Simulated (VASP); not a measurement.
# LaSc (Pm-3m) in VASP: settings compared, part 2 of 2

VASP 6.6.1. The steps go on from the part before.

### Step 5. Relaxation of cell and atoms, revPBE+D2

INCAR

```
PREC = Accurate
ENCUT = 600
EDIFF = 1E-6
ISMEAR = -1
SIGMA = 0.05
LREAL = False
LASPH = True
NELM = 60
ALGO = Normal
ISIF = 3
LWAVE = False
LCHARG = False
GGA = RE
IVDW = 1
IBRION = 2
NSW = 60
EDIFFG = -0.01
```

KPOINTS

```
Automatic mesh
0
Gamma
  7 7 7
```

POSCAR

```
LaSc
1.0
    3.9480400000      0.0000000000      0.0000000000
    0.0000000000      3.9480400000      0.0000000000
    0.0000000000      0.0000000000      3.9480400000
La Sc
1 1
Direct
    0.0000000000      0.0000000000      0.0000000000
    0.5000000000      0.5000000000      0.5000000000
```

Potentials or basis: VASP PAW PBE potentials, release 64 (La, Sc_sv).

Run with:

```
> cat potpaw_PBE.64/La/POTCAR potpaw_PBE.64/Sc_sv/POTCAR > POTCAR
> mpirun -np 1 vasp_std > vasp.out
```

OUTCAR:

```text
PREC = Accurate
   ENCUT = 600
   EDIFF = 1E-6
   ISMEAR = -1
   LREAL = False
   LASPH = True
   NELM = 60
   ISIF = 3
   GGA = RE
   IVDW = 1
   IBRION = 2
   NSW = 60
   EDIFFG = -0.01
  IVDW =   1

 ion  position               nearest neighbor table
   1  0.000  0.000  0.000-   2 3.42   2 3.42   2 3.42   2 3.42   2 3.42   2 3.42   2 3.42   2 3.42

   2  0.500  0.500  0.500-   1 3.42   1 3.42   1 3.42   1 3.42   1 3.42   1 3.42   1 3.42   1 3.42

  LATTYP: Found a simple cubic cell.
 ALAT       =     3.9480400000

  Lattice vectors:

 A1 = (   3.9480400000,   0.0000000000,   0.0000000000)
 A2 = (   0.0000000000,   3.9480400000,   0.0000000000)
 A3 = (   0.0000000000,   0.0000000000,   3.9480400000)

Analysis of symmetry for initial positions (statically):
=====================================================================
 Subroutine PRICEL returns:
 Original cell was already a primitive cell.

 Routine SETGRP: Setting up the symmetry group for a
 simple cubic supercell.

 Subroutine GETGRP returns: Found 48 space group operations
 (whereof 48 operations were pure point group operations)
 out of a pool of 48 trial point group operations.

The static configuration has the point symmetry O_h .

Analysis of symmetry for dynamics (positions and initial velocities):
=====================================================================
 Subroutine PRICEL returns:
 Original cell was already a primitive cell.

 Routine SETGRP: Setting up the symmetry group for a
 simple cubic supercell.

 Subroutine GETGRP returns: Found 48 space group operations
 (whereof 48 operations were pure point group operations)
 out of a pool of 48 trial point group operations.

The dynamic configuration has the point symmetry O_h .

 Subroutine INISYM returns: Found 48 space group operations
 (whereof 48 operations are pure point group operations),
 and found     1 'primitive' translations

----------------------------------------------------------------------------------------

                                     Primitive cell

  volume of cell :      61.5382

  direct lattice vectors                    reciprocal lattice vectors
[... 100 lines left out ...]
   IMIX   =      4    mixing-type and parameters
     AMIX     =   0.40;   BMIX     =  1.00
     AMIX_MAG =   1.60;   BMIX_MAG =  1.00
  volume/ion in A,a.u.               =      30.77       207.64
  Fermi-wavevector in a.u.,A,eV,Ry     =   1.161897  2.195666 18.367918  1.350004
  Thomas-Fermi vector in A             =   2.298464
   LORBIT       =      0    0 simple, 1 ext, 2 COOP (PROOUT), +10 PAW based schemes
   GGA     = RE    functional components
   LHFCALC =     F    Hartree Fock is set to
   AEXX    =    0.0000 exact exchange contribution
   IVDW    =     1    specifies the selected vdW correction
   LEPSILON=     F    determine dielectric tensor
   LRPA    =     F    only Hartree local field effects (RPA)
 conjugate gradient relaxation of ions
 non-spin polarized calculation
  energy-cutoff  :      600.00
  volume of cell :       61.54
 maximum number of plane-waves:      2103
 NGX is ok and might be reduce to    32
   NGX = 15   NGY = 15   NGZ = 15

--------------------------------------- Ionic step        1  -------------------------------------------

 number of electron      21.9999997 magnetization

 Free energy of the ion-electron system (eV)
  ---------------------------------------------------
  ext. energy  EPLUGINS =         0.00000000
  ---------------------------------------------------
  free energy    TOTEN  =       -10.48797486 eV

  energy without entropy =      -10.46593663  energy(sigma->0) =      -10.47695574

 E-fermi :   6.2590     XC(G=0):  -9.6404

 val. band max:        6.2047837570   @ k =   0.4286   0.4286   0.1429
 cond. band min:       6.2616572455   @ k =   0.2857   0.2857   0.0000
 fundamental gap:      0.0568734885
 Fermi energy:         6.2589763856

 k-point     1 :       0.0000    0.0000    0.0000
  band No.  band energies     occupation
      1     -43.6665      2.00000
      2     -26.1794      2.00000
      3     -22.2303      2.00000
      4     -22.2303      2.00000
      5     -22.2303      2.00000
      6      -9.7440      2.00000
      7      -9.7440      2.00000
      8      -9.7440      2.00000
      9       2.2465      2.00000
     10       4.7361      2.00000
     11       4.7361      2.00000
     12       7.6443      0.00000
     13       7.6444      0.00000
     14       7.6444      0.00000
[... 466 lines left out ...]
--------------------------------------- Ionic step        4  -------------------------------------------

 number of electron      22.0000003 magnetization

 Free energy of the ion-electron system (eV)
  ---------------------------------------------------
  ext. energy  EPLUGINS =         0.00000000
  ---------------------------------------------------
  free energy    TOTEN  =       -10.28028548 eV

  energy without entropy =      -10.26424801  energy(sigma->0) =      -10.27226674

 E-fermi :   7.5366     XC(G=0): -10.2295

 val. band max:        7.4732109429   @ k =   0.2857   0.2857   0.2857
 cond. band min:       7.5461031530   @ k =   0.2857   0.2857   0.0000
 fundamental gap:      0.0728922101
 Fermi energy:         7.5365743053

 k-point     1 :       0.0000    0.0000    0.0000
  band No.  band energies     occupation
      1     -42.0605      2.00000
      2     -24.7249      2.00000
      3     -20.6523      2.00000
      4     -20.6523      2.00000
      5     -20.6523      2.00000
      6      -8.2335      2.00000
      7      -8.2335      2.00000
      8      -8.2335      2.00000
      9       3.4703      2.00000
     10       5.5455      2.00000
     11       5.5455      2.00000
     12       9.0239      0.00000
     13       9.0239      0.00000
     14       9.0239      0.00000
[... 376 lines left out ...]
  FREE ENERGIE OF THE ION-ELECTRON SYSTEM (eV)
  ---------------------------------------------------
  free  energy   TOTEN  =       -15.6249807874 eV

  energy  without entropy=      -15.6089433143  energy(sigma->0) =      -15.61696205

 reached required accuracy - stopping structural energy minimisation
```

OSZICAR:

```text
N       E                     dE             d eps       ncg     rms          rms(c)
DAV:   1     0.326291189772E+03    0.32629E+03   -0.97688E+03   600   0.221E+03
[... 41 lines left out ...]
       N       E                     dE             d eps       ncg     rms          rms(c)
DAV:   1    -0.102851643179E+02    0.83395E-02   -0.15015E-01   733   0.515E+00    0.446E-01
DAV:   2    -0.102810145831E+02    0.41497E-02   -0.20345E-02  1017   0.194E+00    0.142E-01
DAV:   3    -0.102803064685E+02    0.70811E-03   -0.23680E-03   867   0.462E-01    0.568E-02
DAV:   4    -0.102802757332E+02    0.30735E-04   -0.52897E-04  1179   0.224E-01    0.282E-02
DAV:   5    -0.102802814832E+02   -0.57500E-05   -0.67076E-05   846   0.763E-02    0.131E-02
DAV:   6    -0.102802852884E+02   -0.38051E-05   -0.27700E-05  1074   0.492E-02    0.446E-03
DAV:   7    -0.102802854812E+02   -0.19280E-06   -0.59434E-06   678   0.224E-02
   4 F= -.15624981E+02 E0= -.15616962E+02  d E =-.314764E+00
```

CONTCAR:

```text
LaSc
   1.00000000000000
     3.7663789906980765   -0.0000000000000000   -0.0000000000000000
    -0.0000000000000000    3.7663789906980765    0.0000000000000000
    -0.0000000000000000    0.0000000000000000    3.7663789906980765
  La              Sc
     1     1
Direct
     0.0000000000000000    0.0000000000000000    0.0000000000000000
     0.5000000000000000    0.5000000000000000    0.5000000000000000

  0.00000000E+00  0.00000000E+00  0.00000000E+00
  0.00000000E+00  0.00000000E+00  0.00000000E+00
```

Run time: 88 s. Hardware: 1 thread of Intel Xeon Platinum 8375C at 2.90GHz (Ice Lake), shared host; peak memory 0.21 GiB.

What came out:

| Item | Value |
| --- | --- |
| Free energy | -15.6250 eV |
| Relaxed volume | 26.71 Å³/atom |
| Relaxed cell | a = 3.766 Å, b = 3.766 Å, c = 3.766 Å, α = 90.00°, β = 90.00°, γ = 90.00° |
| Space group after relaxing (to 0.05 Å) | Pm-3m (No. 221) |
| Energy gained by relaxing | 157.4 meV/atom |
| Ionic steps | 4 |
| Pressure after relaxing | 0.0 GPa |
| Band gap on the k mesh | none (metal or under the smearing width) |
| Dispersion energy per atom | -2.672 eV |

The path:
```
step  energy change (eV)  largest force (eV/Å)  pressure (GPa)  volume (Å³)
   1              0.0000                0.0000          -11.40        61.54
   2              0.2863                0.0000           23.11        44.02
   3             -0.3143                0.0000           -0.54        53.72
   4             -0.3148                0.0000            0.01        53.43
```

Final structure:
```
La Sc
1.0
     3.76638    0.00000    0.00000
     0.00000    3.76638    0.00000
     0.00000    0.00000    3.76638
La Sc
1 1
Cartesian
  0.0000 0.0000 0.0000
  1.8832 1.8832 1.8832
```

Levels at points of the mesh, in eV from the Fermi level:
| k point | band 9 | band 10 | band 11 | band 12 | band 13 | band 14 |
| --- | --- | --- | --- | --- | --- | --- |
| (0.00, 0.00, 0.00) | -4.07 | -1.99 | -1.99 | 1.49 | 1.49 | 1.49 |

Caveat: atom-pairwise D2, TS and ULG terms overbind metals; the PAW data sets were made with another functional, which shifts forces and pressure a little; pairwise dispersion overbinds metals, which lowers pressure and volume. The run has no spin-orbit coupling, so splittings on La are missing.

### Step 6. Relaxation of cell and atoms, revPBE+D3

INCAR: that of step 5 with these lines changed.

```diff
@@ -13,3 +13,3 @@
 GGA = RE
-IVDW = 1
+IVDW = 11
 IBRION = 2
```

KPOINTS is that of step 5.

POSCAR is that of step 5.

Potentials or basis: VASP PAW PBE potentials, release 64 (La, Sc_sv).

Run with:

```
> cat potpaw_PBE.64/La/POTCAR potpaw_PBE.64/Sc_sv/POTCAR > POTCAR
> mpirun -np 1 vasp_std > vasp.out
```

Wall time 63 s (1 thread of Intel Xeon Platinum 8375C at 2.90GHz (Ice Lake), shared host); peak memory 0.21 GiB.

Results (log left out):

```
Free energy                            : -11.4613 eV
Relaxed volume                         : 29.38 Å³/atom
Relaxed cell                           : a = 3.888 Å, b = 3.888 Å, c = 3.888 Å, α = 90.00°, β = 90.00°, γ = 90.00°
Space group after relaxing (to 0.05 Å) : Pm-3m (No. 221)
Energy gained by relaxing              : 6.6 meV/atom
Ionic steps                            : 3
Pressure after relaxing                : 0.0 GPa
Band gap on the k mesh                 : none (metal or under the smearing width)
Dispersion energy per atom             : -0.505 eV
```

The path:
| step | energy change (eV) | largest force (eV/Å) | pressure (GPa) | volume (Å³) |
| --- | --- | --- | --- | --- |
| 1 | 0.0000 | 0.0000 | -1.46 | 61.54 |
| 2 | -0.0130 | 0.0000 | -0.19 | 59.08 |
| 3 | -0.0132 | 0.0000 | -0.03 | 58.77 |

Final structure:
```
La Sc
1.0
     3.88783    0.00000    0.00000
     0.00000    3.88783    0.00000
     0.00000    0.00000    3.88783
La Sc
1 1
Direct
  0.00000 0.00000 0.00000
  0.50000 0.50000 0.50000
```

Levels at points of the mesh, in eV from the Fermi level:
```tsv
k point	band 7	band 8	band 9	band 10	band 11	band 12	band 13	band 14	band 15
(0.00, 0.00, 0.00)	-15.91	-15.91	-4.03	-1.65	-1.65	1.43	1.43	1.43	2.32
```

Caveat: the PAW data sets were made with another functional, which shifts forces and pressure a little; pairwise dispersion overbinds metals, which lowers pressure and volume.

### Step 7. The runs side by side

| level | potentials or basis | gap on the mesh (eV) | pressure (GPa) | relaxed volume (Å³/atom) |
| --- | --- | --- | --- | --- |
| PBE | VASP PAW PBE potentials, release 54 (La, Sc_sv) | none | 0.0 | 30.80 |
| revPBE | VASP PAW PBE potentials, release 64 (La, Sc_sv) | none | 0.0 | 31.81 |
| revPBE+D2 | VASP PAW PBE potentials, release 64 (La, Sc_sv) | none | 0.0 | 26.71 |
| revPBE+D3 | VASP PAW PBE potentials, release 64 (La, Sc_sv) | none | 0.0 | 29.38 |

Alike in all rows: task relaxation of cell and atoms; no spin polarisation; cell relaxed; k mesh 7 × 7 × 7; cutoff (eV) 600; smearing fermi-dirac 0.05 eV.

Caveats: the PAW data sets were made with another functional, which shifts forces and pressure a little (some runs); pairwise dispersion overbinds metals, which lowers pressure and volume (some runs); atom-pairwise D2, TS and ULG terms overbind metals (some runs).

Absolute energies hang on the potentials; compare differences alone.
